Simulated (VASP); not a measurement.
An input for Ansatz (written as the equivalent of a VASP run, and not itself run):

Ansatz 0.2 input:
```yaml
crystal:
  lattice:
    - [2.3950000, -3.6350000, 0.0000000]
    - [2.3950000, 3.6350000, 0.0000000]
    - [0.0000000, 0.0000000, 9.7900000]
  atoms:
    - { symbol: I, position: [0.8460000, 0.8460000, 0.8830000] }
    - { symbol: I, position: [0.6540000, 0.6540000, 0.3830000] }
    - { symbol: I, position: [0.3460000, 0.3460000, 0.6170000] }
    - { symbol: I, position: [0.1540000, 0.1540000, 0.1170000] }
kpoints:
  mp_grid: { grid: [3, 3, 2] }
hamiltonian:
  xc: pbe
  pseudopotentials: { kind: paw }
scf:
  occupations: { method: fermi_dirac, width: 0.02 }
  max_iter: 100
output: { forces: true, stress: true, eigenvalues: true }
```

### Question
Translate this input to VASP (INCAR, KPOINTS, POSCAR, choice of POTCAR).

### Answer
One answer among several that fit: 
**INCAR**
```
PREC = Accurate
LMAXMIX = 4   # l cut-off of mixed one-centre charges
EDIFF = 1E-6   # SCF stop (eV)
GGA = PE   # PBE
LCHARG = .FALSE.
SIGMA = 0.02
LASPH = .TRUE.
ALGO = Normal
SYSTEM = I
ENCUT = 300   # plane-wave cut-off (eV)
ISMEAR = -1
NELM = 100
LWAVE = .FALSE.
ISIF = 2   # forces and stress, cell fixed
LREAL = .FALSE.
```

**POSCAR**
```
I
1
    2.3950000000    -3.6350000000     0.0000000000
    2.3950000000     3.6350000000     0.0000000000
    0.0000000000     0.0000000000     9.7900000000
I
4
Direct
  0.8460000000   0.8460000000   0.8830000000
  0.6540000000   0.6540000000   0.3830000000
  0.3460000000   0.3460000000   0.6170000000
  0.1540000000   0.1540000000   0.1170000000
```

**KPOINTS**
```
kpoints
0
Gamma
  3 3 2
0 0 0
```

POTCAR, in this order: I (PBE.64 set). Program: vasp_std.

What does not carry over: each code has its own PAW files, so the cut-off isn't converted (ENCUT is set for VASP's; basis.ecutwfc is left out, and Ansatz then takes the one that its files recommend); Ansatz stops its SCF on the density residual and VASP on the energy change (EDIFF).

The structure is a typed I crystal (Cmce). The cell was not relaxed at this level. The k-mesh is coarse (spacing up to 0.52 per Å, 2π included), so the numbers may not be converged in it.
